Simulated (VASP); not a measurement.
## Cr3Au3S2: density of states with PBE

Crystal: Cr3Au3S2.

```
CELL_PARAMETERS angstrom
2.60467 4.51142 0.00000
-2.60467 4.51142 0.00000
-2.60467 1.50380 5.84565
ATOMIC_POSITIONS crystal
Cr 0.50000 0.00000 0.50000
Cr 0.08130 0.83740 0.24390
Cr 0.91870 0.16260 0.75610
Au 0.50000 0.50000 0.00000
Au 0.00000 0.50000 0.00000
Au 0.50000 0.00000 0.00000
S 0.24710 0.50580 0.74130
S 0.75290 0.49420 0.25870
```

The cell was built by a generator and needn't be a form met in nature.

```yaml
Program: VASP 6.6.1
Task: density of states
Functional: PBE
Potentials_or_basis: VASP PAW PBE potentials, release 64 (Cr_pv, Au, S)
Cutoff: 520 eV
k_mesh: 8 × 8 × 8
Occupations: gaussian, width 0.0582 eV
Spin: no spin polarisation
Dipole_correction: no
k_mesh_for_the_DOS: 12 × 12 × 12
Occupations_for_the_DOS: tetrahedron
Further_INCAR_settings: ALGO = Fast; EDIFF = 1e-07; NBANDS = 50
```

| Item | Value |
| --- | --- |
| Valence electrons inside the program's atomic spheres | Cr 10.33, 10.45; Au 10.23; S 3.73 |

Levels at points of the mesh, in eV from the Fermi level:
| k point | band 39 | band 40 | band 41 | band 42 | band 43 | band 44 |
| --- | --- | --- | --- | --- | --- | --- |
| (0.00, 0.00, 0.00) | -0.62 | -0.17 | -0.17 | 0.26 | 0.26 | 0.45 |
| (0.50, 0.00, 0.00) | -0.24 | -0.15 | 0.08 | 0.11 | 0.13 | 0.17 |
| (0.00, 0.50, 0.00) | -0.15 | -0.12 | 0.02 | 0.15 | 0.18 | 0.28 |
| (0.00, 0.00, 0.50) | -0.28 | 0.12 | 0.12 | 0.19 | 0.19 | 0.47 |

States per cell in windows of 0.5 eV (zero at the Fermi level; states under -8 eV left out):
| from (eV) | total | Cr1_d | Cr2_d | Cr3_d | Au4_d | Au5_d | Au6_d |
| --- | --- | --- | --- | --- | --- | --- | --- |
| -8.0 | 2.88 | 0.00 | 0.01 | 0.01 | 0.62 | 0.62 | 0.62 |
| -7.5 | 2.18 | 0.00 | 0.01 | 0.01 | 0.42 | 0.42 | 0.42 |
| -7.0 | 3.97 | 0.01 | 0.02 | 0.02 | 0.83 | 0.83 | 0.83 |
| -6.5 | 3.16 | 0.01 | 0.02 | 0.02 | 0.70 | 0.70 | 0.70 |
| -6.0 | 3.87 | 0.01 | 0.04 | 0.04 | 0.81 | 0.81 | 0.81 |
| -5.5 | 3.87 | 0.01 | 0.04 | 0.04 | 0.94 | 0.94 | 0.94 |
| -5.0 | 2.94 | 0.01 | 0.03 | 0.03 | 0.71 | 0.71 | 0.71 |
| -4.5 | 1.58 | 0.01 | 0.02 | 0.02 | 0.32 | 0.32 | 0.32 |
| -4.0 | 2.59 | 0.03 | 0.03 | 0.03 | 0.36 | 0.36 | 0.36 |
| -3.5 | 1.18 | 0.02 | 0.02 | 0.02 | 0.17 | 0.17 | 0.17 |
| -3.0 | 1.62 | 0.03 | 0.04 | 0.04 | 0.22 | 0.22 | 0.22 |
| -2.5 | 0.92 | 0.04 | 0.05 | 0.05 | 0.09 | 0.09 | 0.09 |
| -2.0 | 0.98 | 0.05 | 0.11 | 0.11 | 0.09 | 0.09 | 0.09 |
| -1.5 | 2.76 | 0.25 | 0.52 | 0.52 | 0.15 | 0.15 | 0.15 |
| -1.0 | 6.45 | 1.54 | 1.45 | 1.45 | 0.15 | 0.15 | 0.15 |
| -0.5 | 7.46 | 2.06 | 1.73 | 1.73 | 0.09 | 0.09 | 0.09 |
| 0.0 | 10.22 | 3.40 | 2.60 | 2.60 | 0.09 | 0.09 | 0.09 |
| 0.5 | 4.82 | 0.96 | 1.36 | 1.36 | 0.07 | 0.07 | 0.07 |
| 1.0 | 1.21 | 0.10 | 0.19 | 0.19 | 0.03 | 0.03 | 0.03 |
| 1.5 | 1.36 | 0.10 | 0.17 | 0.17 | 0.05 | 0.05 | 0.05 |
| 2.0 | 1.77 | 0.14 | 0.15 | 0.15 | 0.06 | 0.06 | 0.06 |
| 2.5 | 0.10 | 0.01 | 0.01 | 0.01 | 0.00 | 0.00 | 0.00 |
| 3.0 | 0.00 | 0.00 | 0.00 | 0.00 | 0.00 | 0.00 | 0.00 |
| 3.5 | 0.00 | 0.00 | 0.00 | 0.00 | 0.00 | 0.00 | 0.00 |
| 4.0 | 0.00 | 0.00 | 0.00 | 0.00 | 0.00 | 0.00 | 0.00 |
| 4.5 | 0.00 | 0.00 | 0.00 | 0.00 | 0.00 | 0.00 | 0.00 |

It took 25 min on 1 thread of Intel(R) Xeon(R) Platinum 8559C (Emerald Rapids) (shared host), peak memory 1 GiB.

Caveat: the run has no spin polarisation, though such a crystal can be magnetic. The run has no spin-orbit coupling, so splittings on Au are missing.
